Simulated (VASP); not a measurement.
Calculation: PBEsol GGA, VASP's PBE PAW potentials (set 64) (plane waves; VASP).

Input for VASP

### INCAR
```
SYSTEM = AlNi
PREC = Accurate
ENCUT = 300
EDIFF = 1E-6
NELM = 100
ALGO = Normal
LREAL = .FALSE.
LASPH = .TRUE.
ISMEAR = 0
SIGMA = 0.1
GGA = PS
LMAXMIX = 4
LWAVE = .FALSE.
LCHARG = .FALSE.
ISIF = 2
```

File KPOINTS:
```
Automatic mesh
0
Gamma
9 9 9
0 0 0
```

**POSCAR**
```
AlNi
1.0
  2.8597100000   0.0000000000   0.0000000000
  0.0000000000   2.8597100000   0.0000000000
  0.0000000000   0.0000000000   2.8597100000
Al Ni
1 1
Cartesian
  1.3993447540   1.4405817722   1.4380881051
  0.0305102460  -0.0107267722  -0.0082331051
```

POTCAR, in this order: Al Ni (PBE.64 set). Program: vasp_std.

What VASP printed:

**OSZICAR**
```
       N       E                     dE             d eps       ncg     rms          rms(c)
DAV:   1     0.260209888514E+02    0.26021E+02   -0.40554E+03  7668   0.875E+02
DAV:   2    -0.124640887820E+02   -0.38485E+02   -0.36356E+02  7372   0.168E+02
DAV:   3    -0.131920236854E+02   -0.72793E+00   -0.72378E+00  8694   0.288E+01
DAV:   4    -0.132012519966E+02   -0.92283E-02   -0.92254E-02  8260   0.309E+00
DAV:   5    -0.132014795689E+02   -0.22757E-03   -0.22757E-03  8290   0.488E-01    0.127E+01
DAV:   6    -0.150638381574E+02   -0.18624E+01   -0.63239E+01  8124   0.130E+02    0.158E+01
DAV:   7    -0.115982012097E+02    0.34656E+01   -0.17635E+01  8030   0.766E+01    0.110E+00
DAV:   8    -0.115889989416E+02    0.92023E-02   -0.40547E-01  8368   0.762E+00    0.103E+00
DAV:   9    -0.115734185255E+02    0.15580E-01   -0.54872E-02  8496   0.362E+00    0.187E-01
DAV:  10    -0.115729929549E+02    0.42557E-03   -0.13205E-03  8134   0.533E-01    0.838E-02
DAV:  11    -0.115729872118E+02    0.57431E-05   -0.36368E-05  8974   0.646E-02    0.290E-02
DAV:  12    -0.115729859000E+02    0.13119E-05   -0.42386E-06  7010   0.355E-02    0.565E-03
DAV:  13    -0.115729854817E+02    0.41826E-06   -0.39757E-07  3824   0.702E-03
   1 F= -.11572985E+02 E0= -.11571151E+02  d E =-.366902E-02
```

**OUTCAR**
```
------------------------ aborting loop because EDIFF is reached ----------------------------------------
  FORCE on cell =-STRESS in cart. coord.  units (eV):
  Direction    XX          YY          ZZ          XY          YZ          ZX
  --------------------------------------------------------------------------------------
  Total        0.0963491      0.1243122      0.1258707     -0.0287874      0.0076395     -0.0220734
  in kB        6.6007353      8.5164464      8.6232166     -1.9721851      0.5233736     -1.5122190
  external PRESSURE =       7.9134661 kB  Pullay stress =       0.0000000 kB
  volume of cell :       23.39
      direct lattice vectors                 reciprocal lattice vectors
     2.859710000  0.000000000  0.000000000     0.349685807  0.000000000  0.000000000
     0.000000000  2.859710000  0.000000000     0.000000000  0.349685807  0.000000000
     0.000000000  0.000000000  2.859710000     0.000000000  0.000000000  0.349685807
 POSITION                                       TOTAL-FORCE (eV/Angst)
 -----------------------------------------------------------------------------------
      1.39934      1.44058      1.43809         0.387185     -0.137524     -0.105569
      0.03051      2.84898      2.85148        -0.387185      0.137524      0.105569
 -----------------------------------------------------------------------------------
    total drift:                                0.000340     -0.000338     -0.000365
  FREE ENERGIE OF THE ION-ELECTRON SYSTEM (eV)
  ---------------------------------------------------
  free  energy   TOTEN  =       -11.5729854817 eV

  energy  without entropy=      -11.5693164571  energy(sigma->0) =      -11.57115097
```
(Selected blocks of OUTCAR.)

At this cut-off the stress carries a Pulay error, which pulls relaxed volumes low.

The structure comes from a computed database's AlNi entry; how it stands against other phases isn't given here. The cell was not relaxed at this level, atoms are displaced from their ideal sites. The run is one of a series of settings (GGA = PS against the base run), some of them coarse on purpose. The run is not spin-polarised, so no magnetic state was tried. The electron count is odd and the run is not spin-polarised, which forces a metal.
